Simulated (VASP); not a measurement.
```
CELL_PARAMETERS angstrom
      1.87795    -3.25271     0.00000
      1.87795     3.25271     0.00000
      0.00000     0.00000     6.15028
ATOMIC_POSITIONS crystal
  Zn 0.66667 0.33333 0.50017
  Zn 0.33333 0.66667 0.00017
  S  0.66667 0.33333 0.87483
  S  0.33333 0.66667 0.37483
```

All values below come from TPSS meta-GGA, VASP's PBE PAW potentials (set 64) (plane waves; VASP). Run with 520 eV cut-off, 7×7×4 Γ-centred mesh, Gaussian smearing of 0.050 eV, potentials Zn S.

### Question
Give the stress tensor in GPa (positive for a compressed cell).

### Answer

```
5.14  0.00  0.00
0.00  5.14  0.00
0.00  0.00  5.24
```
The pressure is its mean diagonal, 5.18 GPa.

The compound is ZnS in the wurtzite structure, the high-temperature form. This cell is one point of a volume scan, at 0.94 of the reference volume.
